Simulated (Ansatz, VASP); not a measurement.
# In13As13H30 (InAs wire along [111], 26 atoms a period, H-terminated) in two plane-wave programs, part 3 of 3

Aim: how closely do two programs agree when they are given the same cell, functional and k mesh? Of the first pair: The structure shown is the start of the Ansatz relaxation below; VASP solves that cell, so the two are compared at the walk's first step.

VASP 6.6.1 and Ansatz 0.2.0.

So far. Step 4 (Side by side): The forces differ by 28 meV/Å r.m.s., which is 6.5 % of the r.m.s. force of 0.433 eV/Å (both taken over all components).

### 6. VASP: single point, PBE, relaxed cell, pair 2

Level of this step: PBE; plane waves and PAW (In_d, As, H) (VASP).

The same cell, functional, mesh and smearing now go to VASP, with its own data sets.

Input file INCAR:

```
SYSTEM = In13As13H30
PREC = Accurate
ENCUT = 500
EDIFF = 1E-06
NELM = 120
ISMEAR = -1
SIGMA = 0.05
LREAL = Auto
ALGO = Normal
GGA = PE
NBANDS = 176
LORBIT = 11
LWAVE = .FALSE.
LCHARG = .FALSE.
ISIF = 2
LASPH = .TRUE.
GGA_COMPAT = .FALSE.
EFERMI = MIDGAP
KPAR = 4
```

Input file POSCAR:

```
In13As13H30
1.0
   18.4610000000      0.0000000000      0.0000000000
    0.0000000000     17.5210000000      0.0000000000
    0.0000000000      0.0000000000     10.6392478621
In As H
13 13 30
Direct
    0.3850429764      0.2672295614      0.9779868482
    0.5000000000      0.5061867154      0.9881779805
    0.6149570236      0.2672295614      0.9779868482
    0.7539244832      0.5208324861      0.9779851289
    0.3849878439      0.4363022824      0.3428183828
    0.5000000000      0.6462164672      0.3427814270
    0.6150121561      0.4363022824      0.3428183828
    0.3724451931      0.5837548892      0.6790531553
    0.5000000000      0.3509065811      0.6788890215
    0.6275548069      0.5837548892      0.6790531553
    0.2460755168      0.5208324861      0.9779851289
    0.3610807264      0.7306080763      0.9779522943
    0.6389192736      0.7306080763      0.9779522943
    0.2677039952      0.4999933395      0.2360587412
    0.3786680122      0.2973770541      0.2360630167
    0.3889484914      0.7213138107      0.2360732510
    0.5000000000      0.5062408951      0.2452452850
    0.6213319878      0.2973770541      0.2360630167
    0.6110515086      0.7213138107      0.2360732510
    0.7322960048      0.4999933395      0.2360587412
    0.3914144891      0.4400862766      0.5915507293
    0.5000000000      0.6382472751      0.5915346576
    0.6085855109      0.4400862766      0.5915507293
    0.3774248540      0.5807224703      0.9271877206
    0.5000000000      0.3570557257      0.9270280594
    0.6225751460      0.5807224703      0.9271877206
    0.2051796630      0.4580083147      0.2989475370
    0.2577275598      0.5734933517      0.3101911159
    0.3128956166      0.2612456913      0.2988587330
    0.3235994374      0.6935993212      0.3102894546
    0.3921554775      0.7993807771      0.2988799407
    0.4341051131      0.2515576572      0.3102604286
    0.5658948869      0.2515576572      0.3102604286
    0.6078445225      0.7993807771      0.2988799407
    0.6871043834      0.2612456913      0.2988587330
    0.6764005626      0.6935993212      0.3102894546
    0.7422724402      0.5734933517      0.3101911159
    0.7948203370      0.4580083147      0.2989475370
    0.2999051959      0.6278027283      0.6029463560
    0.5000000000      0.2626017705      0.6030332013
    0.7000948041      0.6278027283      0.6029463560
    0.3221348803      0.3978578678      0.6269286419
    0.5000000000      0.7225478478      0.6270901864
    0.6778651197      0.3978578678      0.6269286419
    0.1841122815      0.5949090791      0.9714388326
    0.2367316999      0.4269576243      0.9303956656
    0.3033886373      0.3057394264      0.9297668587
    0.2691914553      0.7499996310      0.9713256798
    0.4147758680      0.1735549051      0.9714749495
    0.4336926985      0.7857208338      0.9300455462
    0.5663073015      0.7857208338      0.9300455462
    0.5852241320      0.1735549051      0.9714749495
    0.6966113627      0.3057394264      0.9297668587
    0.7308085447      0.7499996310      0.9713256798
    0.7632683001      0.4269576243      0.9303956656
    0.8158877185      0.5949090791      0.9714388326
```

Input file KPOINTS:

```
Automatic mesh
0
Gamma
1 1 8
0 0 0
```

The projector-augmented-wave data sets are In_d, As and H (PBE family, release 64).

On the command line:

```bash
$ mpirun -np 8 vasp_std
```

Numbers of over 12 decimals in the logs are rounded to 6 here.

The program printed:

```text
[banner, memory and clock lines left out]
running    8 mpi-ranks, on    1 nodes
[...]
[... a notice as in an earlier step ...]

 LDA part: xc-table for (Slater+PW92), standard interpolation
 POSCAR, INCAR and KPOINTS ok, starting setup
[...]
entering main loop
       N       E                     dE             d eps       ncg     rms          rms(c)
DAV:   1     0.194234298092E+04    0.19423E+04   -0.94628E+04  2144   0.110E+03
DAV:   2     0.325894587699E+02   -0.19098E+04   -0.18743E+04  2160   0.274E+02
DAV:   3    -0.188073400646E+03   -0.22066E+03   -0.21935E+03  2120   0.128E+02
DAV:   4    -0.199512648969E+03   -0.11439E+02   -0.11413E+02  2168   0.327E+01
[...]
DAV:  27    -0.189325583438E+03   -0.26645E-05   -0.92243E-08  1544   0.101E-03    0.720E-04
DAV:  28    -0.189325585407E+03   -0.19699E-05   -0.11914E-07  1352   0.555E-04    0.518E-04
DAV:  29    -0.189325585722E+03   -0.31409E-06   -0.18057E-08  1496   0.375E-04
   1 F= -.18932559E+03 E0= -.18932559E+03  d E =-.679882E-09
```

From OUTCAR (step 6):

```text
  Total        0.3628965      0.3140722      0.1556076      0.0000000      0.0112569      0.0000000
  in kB        0.1689539      0.1462228      0.0724463      0.0000000      0.0052409      0.0000000
  external PRESSURE =       0.1292077 kB  Pullay stress =       0.0000000 kB

 POSITION                                       TOTAL-FORCE (eV/Angst)
 -----------------------------------------------------------------------------------
      7.10828      4.68213     10.40504        -0.018138     -0.013275     -0.006870
      9.23050      8.86890     10.51347         0.000000      0.000340      0.006189
     11.35272      4.68213     10.40504         0.018138     -0.013275     -0.006870
     13.91820      9.12551     10.40503         0.022188     -0.017575     -0.008977
      7.10726      7.64445      3.64733         0.007708     -0.001135      0.003703
      9.23050     11.32236      3.64694         0.000000     -0.007006     -0.000343
     11.35374      7.64445      3.64733        -0.007708     -0.001135      0.003703
      6.87571     10.22797      7.22461        -0.023176      0.014507     -0.009932
      9.23050      6.14823      7.22287         0.000000     -0.020211     -0.017467
     11.58529     10.22797      7.22461         0.023176      0.014507     -0.009932
      4.54280      9.12551     10.40503        -0.022188     -0.017575     -0.008977
      6.66591     12.80098     10.40468        -0.002073      0.033441     -0.009038
     11.79509     12.80098     10.40468         0.002073      0.033441     -0.009038
      4.94208      8.76038      2.51149         0.065548     -0.035664     -0.067499
[...]
-----------------------------------------------------------------------------------
    total drift:                                0.000000     -0.001967     -0.010555

  FREE ENERGIE OF THE ION-ELECTRON SYSTEM (eV)
  ---------------------------------------------------
  free  energy   TOTEN  =      -189.3255857215 eV

  energy  without entropy=     -189.3255857208  energy(sigma->0) =     -189.32558572

[... 1 part as in an earlier step ...]

[... 2 further parts left out ...]
[key lines of the parts left out:]
E-fermi :  -2.3374
```

### 7. Side by side

What differs besides the data sets and the points named for the pairs above, as far as they apply: the data sets hold 394 valence electrons in Ansatz (on its PAW soft_1 files) and 264 in VASP; the cutoff is 420 eV in Ansatz and 500 eV in VASP (PREC = Accurate, projectors in real space). Total energies have different zeros and are not compared.

Compared:

```csv
quantity,Ansatz,VASP,difference
pressure (GPa),0.01,0.01,0.00
gap on the k mesh (eV),2.114,2.115,-0.001
```

Forces on 7 of the 56 atoms, those with the largest forces and the largest differences (eV/Å; atoms numbered as in POSCAR):

```csv
atom,"Ansatz x, y, z","VASP x, y, z"
As14,"-0.004, -0.008, 0.013","0.066, -0.036, -0.067"
As15,"-0.009, 0.002, 0.012","-0.001, 0.074, -0.061"
As16,"0.005, 0.007, 0.013","0.061, -0.036, -0.067"
As18,"0.009, 0.002, 0.012","0.001, 0.074, -0.061"
As19,"-0.005, 0.007, 0.013","-0.061, -0.036, -0.067"
As20,"0.004, -0.008, 0.013","-0.066, -0.036, -0.067"
H27,"-0.004, 0.001, -0.002","-0.064, -0.036, 0.033"
```

The forces differ by 33 meV/Å r.m.s., where the r.m.s. force is 0.006 eV/Å in Ansatz and 0.032 eV/Å in VASP: the atoms lie near their places of rest in Ansatz, so a percentage would say little (all taken over all components). A gap on the mesh is an upper bound, since the band edges may lie between its points.

### 8. Summary of results

| Property | Result |
| --- | --- |
| r.m.s. force difference (single point, PBE, start cell, pair 1) | 6.5 % of the r.m.s. force |
| r.m.s. force difference (single point, PBE, relaxed cell, pair 2) | 33 meV/Å |

The r.m.s. force difference is 33 meV/Å (single point, PBE, relaxed cell, pair 2), beyond the 12 meV/Å picked in this series as the mark of a large difference. The data sets hold unlike numbers of valence electrons (394 in Ansatz and 264 in VASP), so part of the differences comes from the potentials. What causes the difference of the single point, PBE, start cell, pair 1 pair stays open here. What causes the difference of the single point, PBE, relaxed cell, pair 2 pair stays open here. Such differences can come from data sets, numerical settings and the points named under the comparisons, not from the functional's error against experiment.

[Lines on the potential files, build, host, timing and source positions are cut from VASP's logs without a mark.]

[Logs are printed without paths, hosts, clocks, repeated set-up lines and the standing remarks that a program may print on its own settings, such as how far it seeks lower states.]

[Hosts, paths, dates, database ids (printed as entryN), source tags and the programs' standing remarks are cut or masked in the printed files.]
